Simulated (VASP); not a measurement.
These are r2SCAN meta-GGA, VASP's PBE PAW potentials (set 64) (plane waves; VASP) values and carry that method's errors.

A VASP calculation is set up with these files.

**POSCAR**
```
BN
1
    0.0000000000     1.8156067175     1.8156067175
    1.8156067175     0.0000000000     1.8156067175
    1.8156067175     1.8156067175     0.0000000000
B N
1 1
Direct
  0.0000000000   0.0000000000   0.0000000000
  0.2500000000   0.2500000000   0.2500000000
```

KPOINTS:
```
Automatic mesh
0
Gamma
 12 12 12
0 0 0
```

**INCAR**
```
# general
SYSTEM   =  BN
PREC     =  Accurate
ENCUT    =  600
LREAL    =  .FALSE.
LASPH    =  .TRUE.

# electronic loop
EDIFF    =  1E-7
NELM     =  100
ALGO     =  Normal
LMIXTAU  =  .TRUE.

# smearing
ISMEAR   =  0
SIGMA    =  0.05

# functional
METAGGA  =  R2SCAN

# ions
ISIF     =  2

# output
LWAVE    =  .FALSE.
LCHARG   =  .FALSE.
```

POTCAR, in this order: B N (PBE.64 set). Program: vasp_std.

The resulting files:

File OUTCAR:
```
 ion  position               nearest neighbor table
   1  0.000  0.000  0.000-   2 1.57   2 1.57   2 1.57   2 1.57
   2  0.250  0.250  0.250-   1 1.57   1 1.57   1 1.57   1 1.57
  LATTYP: Found a face centered cubic cell.
 ALAT       =     3.6312134350
 Subroutine PRICEL returns:
 Original cell was already a primitive cell.
 Subroutine GETGRP returns: Found 24 space group operations
The static configuration has the point symmetry T_d .
The dynamic configuration has the point symmetry T_d .
 Subroutine INISYM returns: Found 24 space group operations
 Subroutine IBZKPT returns following result:
 Found     72 irreducible k-points:

 Following reciprocal coordinates:
            Coordinates               Weight
  0.000000  0.000000  0.000000      1.000000
  0.083333  0.000000  0.000000      8.000000
  0.166667  0.000000  0.000000      8.000000
  0.250000  0.000000  0.000000      8.000000
  0.333333  0.000000  0.000000      8.000000
  0.416667  0.000000  0.000000      8.000000
  0.500000  0.000000  0.000000      4.000000
  0.083333  0.083333  0.000000      6.000000
  0.166667  0.083333  0.000000     24.000000
  0.250000  0.083333  0.000000     24.000000
  0.333333  0.083333  0.000000     24.000000
  0.416667  0.083333  0.000000     24.000000
  0.500000  0.083333  0.000000     24.000000
 -0.416667  0.083333  0.000000     24.000000
 -0.333333  0.083333  0.000000     24.000000
 -0.250000  0.083333  0.000000     24.000000
 -0.166667  0.083333  0.000000     24.000000
 -0.083333  0.083333  0.000000     12.000000
  0.166667  0.166667  0.000000      6.000000
  0.250000  0.166667  0.000000     24.000000
  0.333333  0.166667  0.000000     24.000000
  0.416667  0.166667  0.000000     24.000000
  0.500000  0.166667  0.000000     24.000000
 -0.416667  0.166667  0.000000     24.000000
 -0.333333  0.166667  0.000000     24.000000
 -0.250000  0.166667  0.000000     24.000000
 -0.166667  0.166667  0.000000     12.000000
  0.250000  0.250000  0.000000      6.000000
  0.333333  0.250000  0.000000     24.000000
  0.416667  0.250000  0.000000     24.000000
  0.500000  0.250000  0.000000     24.000000
 -0.416667  0.250000  0.000000     24.000000
 -0.333333  0.250000  0.000000     24.000000
 -0.250000  0.250000  0.000000     12.000000
  0.333333  0.333333  0.000000      6.000000
  0.416667  0.333333  0.000000     24.000000
  0.500000  0.333333  0.000000     24.000000
 -0.416667  0.333333  0.000000     24.000000
 -0.333333  0.333333  0.000000     12.000000
  0.416667  0.416667  0.000000      6.000000
   k-points           NKPTS =     72   k-points in BZ     NKDIM =     72   number of bands    NBANDS=      8
   number of dos      NEDOS =    301   number of ions     NIONS =      2
   total plane-waves  NPLWV =  13824
   dimension x,y,z NGX =    24 NGY =   24 NGZ =   24
   dimension x,y,z NGXF=    48 NGYF=   48 NGZF=   48
   ions per type =               1   1
   PREC   = accura    normal or accurate (medium, high low for compatibility)
   ISTART =      0    job   : 0-new  1-cont  2-samecut
   ICHARG =      2    charge: 1-file 2-atom 10-const
   ISPIN  =      1    spin polarized calculation?
   LNONCOLLINEAR =      F non collinear calculations
   LSORBIT =      F    spin-orbit coupling
   INIWAV =      1    electr: 0-lowe 1-rand  2-diag
   ENCUT  =  600.0 eV  44.10 Ry    6.64 a.u.   5.13  5.13  5.13*2*pi/ulx,y,z
   NELM   =    100;   NELMIN=  2; NELMDL= -5     # of ELM steps
   EDIFF  = 0.1E-06   stopping-criterion for ELM
   LREAL  =      F    real-space projection
   NLSPLINE    = F    spline interpolate recip. space projectors
   LMAXMIX     =    2 max onsite mixed and CHGCAR
...
```

**OSZICAR**
```
       N       E                     dE             d eps       ncg     rms          rms(c)
DAV:   1     0.128468441687E+02    0.12847E+02   -0.58144E+03  1168   0.115E+03
DAV:   2    -0.221086772510E+02   -0.34956E+02   -0.34049E+02  1608   0.213E+02
DAV:   3    -0.224034443647E+02   -0.29477E+00   -0.29477E+00  1376   0.233E+01
DAV:   4    -0.224037486621E+02   -0.30430E-03   -0.30430E-03  1568   0.699E-01
DAV:   5    -0.224037487953E+02   -0.13329E-06   -0.13329E-06  1336   0.110E-02    0.653E+00
DAV:   6    -0.189077237296E+02    0.34960E+01   -0.17909E+00  1600   0.114E+01    0.395E+00
DAV:   7    -0.194157105755E+02   -0.50799E+00   -0.11998E+00  1328   0.888E+00    0.162E+00
DAV:   8    -0.181728877956E+02    0.12428E+01   -0.98830E-01  1184   0.819E+00    0.174E+00
DAV:   9    -0.191688132715E+02   -0.99593E+00   -0.23262E-01  1176   0.521E+00    0.410E-01
DAV:  10    -0.191734601020E+02   -0.46468E-02   -0.53542E-02  1504   0.210E+00    0.149E-01
DAV:  11    -0.191699033082E+02    0.35568E-02   -0.38119E-03  1152   0.961E-01    0.798E-02
DAV:  12    -0.191719883799E+02   -0.20851E-02   -0.14396E-03  1152   0.466E-01    0.238E-02
DAV:  13    -0.191718103975E+02    0.17798E-03   -0.94352E-05  1256   0.101E-01    0.833E-03
DAV:  14    -0.191718351550E+02   -0.24758E-04   -0.77354E-06  1184   0.372E-02    0.524E-03
DAV:  15    -0.191718446111E+02   -0.94561E-05   -0.16109E-06  1200   0.202E-02    0.224E-03
DAV:  16    -0.191718460075E+02   -0.13963E-05   -0.55971E-07  1376   0.978E-03    0.115E-03
DAV:  17    -0.191718456195E+02    0.38802E-06   -0.47078E-08   592   0.321E-03    0.707E-04
DAV:  18    -0.191718458001E+02   -0.18062E-06   -0.34182E-08   576   0.209E-03    0.241E-04
DAV:  19    -0.191718457702E+02    0.29875E-07   -0.41107E-09   576   0.755E-04
   1 F= -.19171846E+02 E0= -.19171846E+02  d E =-.175368E-18
```

**OUTCAR**
```
------------------------ aborting loop because EDIFF is reached ----------------------------------------
  FORCE on cell =-STRESS in cart. coord.  units (eV):
  Direction    XX          YY          ZZ          XY          YZ          ZX
  --------------------------------------------------------------------------------------
  Total       -0.4210058     -0.4210058     -0.4210058      0.0000000     -0.0000000     -0.0000000
  in kB      -56.3512191    -56.3512191    -56.3512191      0.0000000     -0.0000000     -0.0000000
  external PRESSURE =     -56.3512191 kB  Pullay stress =       0.0000000 kB
  volume of cell :       11.97
      direct lattice vectors                 reciprocal lattice vectors
     0.000000000  1.815606717  1.815606717    -0.275390036  0.275390036  0.275390036
     1.815606717  0.000000000  1.815606717     0.275390036 -0.275390036  0.275390036
     1.815606717  1.815606717  0.000000000     0.275390036  0.275390036 -0.275390036
  FREE ENERGIE OF THE ION-ELECTRON SYSTEM (eV)
  ---------------------------------------------------
  free  energy   TOTEN  =       -19.1718457702 eV

  energy  without entropy=      -19.1718457702  energy(sigma->0) =      -19.17184577
```
(Selected blocks of OUTCAR.)

File OUTCAR:
```
 val. band max:        7.0773679354   @ k =   0.0000   0.0000   0.0000

 cond. band min:      12.0374239969   @ k =   0.5000   0.5000   0.0000


 Fermi energy:         7.3657389152

 k-point     1 :       0.0000    0.0000    0.0000
  band No.  band energies     occupation
      1     -14.0587      2.00000
      2       7.0774      2.00000
      3       7.0774      2.00000
      4       7.0774      2.00000
      5      16.5378      0.00000
      6      16.5378      0.00000
      7      16.5378      0.00000
      8      17.9104      0.00000

 k-point     2 :       0.0833    0.0000    0.0000
  band No.  band energies     occupation
      1     -13.8856      2.00000
      2       6.1330      2.00000
      3       6.8939      2.00000
      4       6.8939      2.00000
      5      16.7369      0.00000
      6      16.8213      0.00000
      7      16.8213      0.00000
      8      18.5162      0.00000

 k-point     3 :       0.1667    0.0000    0.0000
  band No.  band energies     occupation
      1     -13.3737      2.00000
      2       3.9596      2.00000
      3       6.4457      2.00000
      4       6.4457      2.00000
      5      17.0110      0.00000
      6      17.4811      0.00000
      7      17.4811      0.00000
      8      19.9608      0.00000

 k-point     4 :       0.2500    0.0000    0.0000
  band No.  band energies     occupation
      1     -12.5496      2.00000
      2       1.4126      2.00000
      3       5.9253      2.00000
      4       5.9253      2.00000
      5      17.2660      0.00000
      6      18.1093      0.00000
      7      18.1093      0.00000
      8      21.4287      0.00000

 k-point     5 :       0.3333    0.0000    0.0000
  band No.  band energies     occupation
      1     -11.4845      2.00000
      2      -1.0411      2.00000
      3       5.4797      2.00000
      4       5.4797      2.00000
      5      17.4853      0.00000
      6      18.4256      0.00000
      7      18.4256      0.00000
...
```

The compound is BN in the zinc blende structure. This cell was strained or had an atom moved on purpose.
